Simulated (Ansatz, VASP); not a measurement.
# KAuS2 in VASP and in Ansatz

The input INCAR:

```
SYSTEM = KAuS2
PREC = Accurate ; ENCUT = 520
EDIFF = 1E-7 ; ISMEAR = 0
SIGMA = 0.1 ; LREAL = .False.
LASPH = .True. ; NELM = 100
ALGO = Normal ; ISIF = 2
LWAVE = .False. ; LCHARG = .False.
GGA = PE ; NBANDS = 24
```

Contents of KPOINTS:

```
Automatic mesh
0
Gamma
  4 4 4
  0 0 0
```

The input POSCAR:

```
KAuS2
1.0
    4.7520000000      0.0000000000      0.0000000000
    0.0000000000      4.7520000000      0.0000000000
    0.0000000000      0.0000000000      4.6670114600
K S Au
1 2 1
Direct
    0.5000000000      0.5000000000      0.5000000000
    0.5000000000      0.0000000000      0.0000000000
    0.0000000000      0.5000000000      0.0000000000
    0.0000000000      0.0000000000      0.0000000000
```

Input for Ansatz:

```yaml
crystal:
  lattice:
    - [4.752, 0.0, 0.0]
    - [0.0, 4.752, 0.0]
    - [0.0, 0.0, 4.66701146]
  atoms:
    - { symbol: K, position: [0.5, 0.5, 0.5] }
    - { symbol: S, position: [0.5, 0.0, 0.0] }
    - { symbol: S, position: [0.0, 0.5, 0.0] }
    - { symbol: Au, position: [0.0, 0.0, 0.0] }
basis:
  ecutwfc: 420
kpoints:
  mp_grid: { grid: [4, 4, 4] }
hamiltonian:
  xc: pbe
scf:
  occupations: { method: gaussian, width: 0.1 }
  lower_state_search: "off"
output:
  forces: true
  stress: true
  eigenvalues: true
```

Alike in both runs: task single point; functional PBE; k mesh 4 × 4 × 4; occupations gaussian, width 0.1 eV; no spin polarisation.

```csv
,VASP,Ansatz
version,VASP 6.6.1,Ansatz 0.2.0
potentials or method,"VASP PAW PBE potentials, release 64 (K_sv, S, Au)","scalar-relativistic, plane waves, PAW"
plane-wave cutoff (eV),520,420
valence electrons in the cell,32,40
```

```tsv
	VASP	Ansatz	Ansatz less VASP
gap on the k mesh at the Fermi level (eV)	none	none	-
pressure (GPa)	2.3	2.4	+0.09
largest component of the traceless stress (GPa)	2.04	2.13	+0.097
```

A gap of «none» marks a metal or a gap that the smearing closes. The functional is the same, so the differences come from potentials, cutoffs and numerics. The two sets of potentials don't hold the same shells in valence.

The runs have no spin-orbit coupling, so splittings on Au are missing.
